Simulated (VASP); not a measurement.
WSe2, 6 atoms in the cell. It takes space group P6_3/mmc (No. 194, hexagonal). Conventional cell: a = 3.281 Å, b = 3.281 Å, c = 12.792 Å, α = 90.00°, β = 90.00°, γ = 120.00°. Around W (site symmetry -6m2) lie 6 Se at 2.54 Å. Se (site symmetry 3m) has 3 W at 2.54 Å as nearest neighbours. 

* Program: VASP 6.6.1
* Task: band structure
* Functional: r2SCAN
* Potentials or basis: VASP PAW PBE potentials, release 64 (W_sv, Se)
* Cutoff: 520 eV
* k mesh: 9 × 9 × 2
* Occupations: gaussian, width 0.03 eV
* Spin: no spin polarisation
* Further INCAR settings: ALGO = Normal; EDIFF = 1e-06; NBANDS = 35

Potentials or basis: VASP PAW PBE potentials, release 64 (W_sv, Se).

Command:

```bash
$ cat potpaw_PBE.64/W_sv/POTCAR potpaw_PBE.64/Se/POTCAR > POTCAR
$ mpirun -np 4 vasp_std > vasp.out
```

Hardware: 4 MPI ranks on Intel(R) Xeon(R) 6975P-C (Granite Rapids), with other jobs on the host.

Question: Estimate the wall time of this run.

Answer: Run time: 3.1 min on 4 MPI ranks on Intel(R) Xeon(R) 6975P-C (Granite Rapids), with other jobs on the host, peak memory 0.34 GiB a rank. Counts: scf iterations 121, k points 24.
